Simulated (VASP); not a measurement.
Output of a VASP run:

**OSZICAR**
```
...
       N       E                     dE             d eps       ncg     rms          rms(c)
DAV:   1    -0.324759952510E+03    0.23323E-02   -0.67908E+00   800   0.499E+00    0.368E-01
RMM:   2    -0.324770437005E+03   -0.10484E-01   -0.11603E-01   776   0.702E-01    0.220E-01
RMM:   3    -0.324770979448E+03   -0.54244E-03   -0.14510E-02   776   0.263E-01    0.124E-01
RMM:   4    -0.324770917402E+03    0.62046E-04   -0.16695E-03   781   0.958E-02    0.100E-01
RMM:   5    -0.324770823060E+03    0.94341E-04   -0.54068E-04   776   0.498E-02    0.268E-02
RMM:   6    -0.324770834692E+03   -0.11632E-04   -0.14556E-04   733   0.220E-02    0.232E-02
RMM:   7    -0.324770830853E+03    0.38386E-05   -0.40199E-05   538   0.131E-02
  12 F= -.32477083E+03 E0= -.32477083E+03  d E =-.854244E-02
       N       E                     dE             d eps       ncg     rms          rms(c)
DAV:   1    -0.324767740938E+03    0.30938E-02   -0.31085E+00   832   0.338E+00    0.245E-01
RMM:   2    -0.324772523605E+03   -0.47827E-02   -0.52931E-02   776   0.474E-01    0.149E-01
RMM:   3    -0.324772760293E+03   -0.23669E-03   -0.65836E-03   776   0.178E-01    0.855E-02
RMM:   4    -0.324772727200E+03    0.33093E-04   -0.75965E-04   780   0.642E-02    0.687E-02
RMM:   5    -0.324772681814E+03    0.45386E-04   -0.25460E-04   763   0.340E-02    0.184E-02
RMM:   6    -0.324772687238E+03   -0.54242E-05   -0.67274E-05   665   0.151E-02
  13 F= -.32477269E+03 E0= -.32477269E+03  d E =-.103988E-01
       N       E                     dE             d eps       ncg     rms          rms(c)
DAV:   1    -0.324766964959E+03    0.57169E-02   -0.44695E+00   792   0.406E+00    0.358E-01
RMM:   2    -0.324775515231E+03   -0.85503E-02   -0.93275E-02   776   0.633E-01    0.223E-01
RMM:   3    -0.324775981494E+03   -0.46626E-03   -0.11691E-02   776   0.236E-01    0.121E-01
RMM:   4    -0.324775929696E+03    0.51797E-04   -0.13565E-03   781   0.862E-02    0.843E-02
RMM:   5    -0.324775868043E+03    0.61654E-04   -0.36331E-04   771   0.447E-02    0.341E-02
RMM:   6    -0.324775876103E+03   -0.80598E-05   -0.12546E-04   724   0.198E-02    0.204E-02
RMM:   7    -0.324775872766E+03    0.33371E-05   -0.28516E-05   511   0.104E-02
  14 F= -.32477587E+03 E0= -.32477587E+03  d E =-.318553E-02
       N       E                     dE             d eps       ncg     rms          rms(c)
DAV:   1    -0.324775867106E+03    0.89966E-05   -0.74402E-03   880   0.166E-01    0.120E-02
RMM:   2    -0.324775881735E+03   -0.14629E-04   -0.16334E-04   730   0.269E-02    0.982E-03
RMM:   3    -0.324775882169E+03   -0.43401E-06   -0.20179E-05   486   0.998E-03    0.724E-03
RMM:   4    -0.324775881855E+03    0.31451E-06   -0.29295E-06   445   0.471E-03
  15 F= -.32477588E+03 E0= -.32477588E+03  d E =-.319462E-02
       N       E                     dE             d eps       ncg     rms          rms(c)
DAV:   1    -0.324774925952E+03    0.95622E-03   -0.15262E+00   800   0.236E+00    0.180E-01
RMM:   2    -0.324777106241E+03   -0.21803E-02   -0.24475E-02   776   0.327E-01    0.105E-01
RMM:   3    -0.324777213094E+03   -0.10685E-03   -0.30772E-03   776   0.121E-01    0.614E-02
RMM:   4    -0.324777195708E+03    0.17386E-04   -0.36958E-04   776   0.450E-02    0.425E-02
RMM:   5    -0.324777178072E+03    0.17635E-04   -0.10894E-04   735   0.231E-02    0.136E-02
RMM:   6    -0.324777180451E+03   -0.23787E-05   -0.35331E-05   537   0.105E-02
  16 F= -.32477718E+03 E0= -.32477718E+03  d E =-.129860E-02
```

OUTCAR:
```
------------------------ aborting loop because EDIFF is reached ----------------------------------------
  FORCE on cell =-STRESS in cart. coord.  units (eV):
  Direction    XX          YY          ZZ          XY          YZ          ZX
  --------------------------------------------------------------------------------------
  Total      -24.8223070    -24.3260885    -28.1134810     -0.0233728     -0.0043143     -0.0086377
  in kB      -44.5838712    -43.6926025    -50.4952183     -0.0419805     -0.0077490     -0.0155144
  external PRESSURE =     -46.2572307 kB  Pullay stress =       0.0000000 kB
  volume of cell :      892.02
      direct lattice vectors                 reciprocal lattice vectors
     4.932320690 -8.543031394  0.000000000     0.101372160 -0.058527234  0.000000000
     4.932320690  8.543031394  0.000000000     0.101372160  0.058527234  0.000000000
     0.000000000  0.000000000 10.584775396     0.000000000  0.000000000  0.094475316
  FREE ENERGIE OF THE ION-ELECTRON SYSTEM (eV)
  ---------------------------------------------------
  free  energy   TOTEN  =      -324.7771804511 eV

  energy  without entropy=     -324.7771804511  energy(sigma->0) =     -324.77718045

 reached required accuracy - stopping structural energy minimisation
```
(Selected blocks of OUTCAR.)

POSCAR:
```
LiZn36O36
1
    4.9323206900    -8.5430313936     0.0000000000
    4.9323206900     8.5430313936     0.0000000000
    0.0000000000     0.0000000000    10.5847753959
Zn O Li
36 36 1
Direct
  0.2222220000   0.1111110000   0.2500000000
  0.1111110000   0.2222220000   0.0000000000
  0.2251520000   0.1150880000   0.7480440000
  0.1076480000   0.2211940000   0.4992570000
  0.2222220000   0.4444440000   0.2500000000
  0.1111110000   0.5555560000   0.0000000000
  0.2260270000   0.4436010000   0.7485920000
  0.1111110000   0.5555560000   0.5000000000
  0.2222220000   0.7777780000   0.2500000000
  0.1111110000   0.8888890000   0.0000000000
  0.2222220000   0.7777780000   0.7500000000
  0.1111110000   0.8888890000   0.5000000000
  0.5555560000   0.1111110000   0.2500000000
  0.4444440000   0.2222220000   0.0000000000
  0.5555560000   0.1111110000   0.7500000000
  0.4461120000   0.2185980000   0.4976930000
  0.5555560000   0.4444440000   0.2500000000
  0.4444440000   0.5555560000   0.0000000000
  0.5499300000   0.4401110000   0.7534730000
  0.4398020000   0.5552580000   0.4992950000
  0.5555560000   0.7777780000   0.2500000000
  0.4444440000   0.8888890000   0.0000000000
  0.5555560000   0.7777780000   0.7500000000
  0.4444440000   0.8888890000   0.5000000000
  0.8888890000   0.1111110000   0.2500000000
  0.7777780000   0.2222220000   0.0000000000
  0.8888890000   0.1111110000   0.7500000000
  0.7777780000   0.2222220000   0.5000000000
  0.8888890000   0.4444440000   0.2500000000
  0.7777780000   0.5555560000   0.0000000000
  0.8888890000   0.4444440000   0.7500000000
  0.7777780000   0.5555560000   0.5000000000
  0.8888890000   0.7777780000   0.2500000000
  0.7777780000   0.8888890000   0.0000000000
  0.8888890000   0.7777780000   0.7500000000
  0.7777780000   0.8888890000   0.5000000000
  0.2201960000   0.1095710000   0.4385070000
  0.1111110000   0.2222220000   0.1910000000
  0.2222220000   0.1111110000   0.9410000000
  0.1104540000   0.2162290000   0.6890080000
  0.2230370000   0.4445880000   0.4365480000
  0.1111110000   0.5555560000   0.1910000000
  0.2222220000   0.4444440000   0.9410000000
  0.1111110000   0.5555560000   0.6910000000
  0.2222220000   0.7777780000   0.4410000000
  0.1111110000   0.8888890000   0.1910000000
  0.2222220000   0.7777780000   0.9410000000
  0.1111110000   0.8888890000   0.6910000000
  0.5555560000   0.1111110000   0.4410000000
  0.4444440000   0.2222220000   0.1910000000
  0.5555560000   0.1111110000   0.9410000000
  0.4437570000   0.2168020000   0.6917010000
  0.5520270000   0.4441260000   0.4382520000
  0.4444440000   0.5555560000   0.1910000000
  0.5555560000   0.4444440000   0.9410000000
  0.4470010000   0.5578400000   0.6929260000
  0.5555560000   0.7777780000   0.4410000000
  0.4444440000   0.8888890000   0.1910000000
  0.5555560000   0.7777780000   0.9410000000
  0.4444440000   0.8888890000   0.6910000000
  0.8888890000   0.1111110000   0.4410000000
  0.7777780000   0.2222220000   0.1910000000
  0.8888890000   0.1111110000   0.9410000000
  0.7777780000   0.2222220000   0.6910000000
  0.8888890000   0.4444440000   0.4410000000
  0.7777780000   0.5555560000   0.1910000000
  0.8888890000   0.4444440000   0.9410000000
  0.7777780000   0.5555560000   0.6910000000
  0.8888890000   0.7777780000   0.4410000000
  0.7777780000   0.8888890000   0.1910000000
  0.8888890000   0.7777780000   0.9410000000
  0.7777780000   0.8888890000   0.6910000000
  0.3350620000   0.3360030000   0.5994460000
```

Question: Write an INCAR and KPOINTS that could have produced this output.

Answer: One answer among several that fit: the input of the run itself, PBE GGA, plane waves, VASP's PBE PAW potentials (set 64).

File KPOINTS:
```
K-points
0
G
 1 1 1
0 0 0
```

**INCAR**
```
SYSTEM = LiZn36O36
PREC = Normal
ENCUT = 400
EDIFF = 1E-5
NELM = 100
ALGO = Fast
LREAL = Auto
LASPH = .TRUE.
ISMEAR = 0
SIGMA = 0.05
GGA = PE
LMAXMIX = 4
LWAVE = .FALSE.
LCHARG = .FALSE.
NELMIN = 4
ISYM = 0
NELECT = 648.0
IBRION = 2
ISIF = 2
NSW = 60
EDIFFG = -0.03
```

POTCAR, in this order: Zn O Li (PBE.64 set). Program: vasp_gam.

At this cut-off the stress carries a Pulay error, which pulls relaxed volumes low. The cell is charged, with a uniform compensating background. The supercell is sampled at Γ alone, which is coarse: total energies, pressure and levels can be off, energies of defects by several tenths of an eV.

The cell is a supercell with a defect, built from ZnO (wurtzite): Li_i, charge +1. The run is not spin-polarised, so no state with unpaired spins was tried.
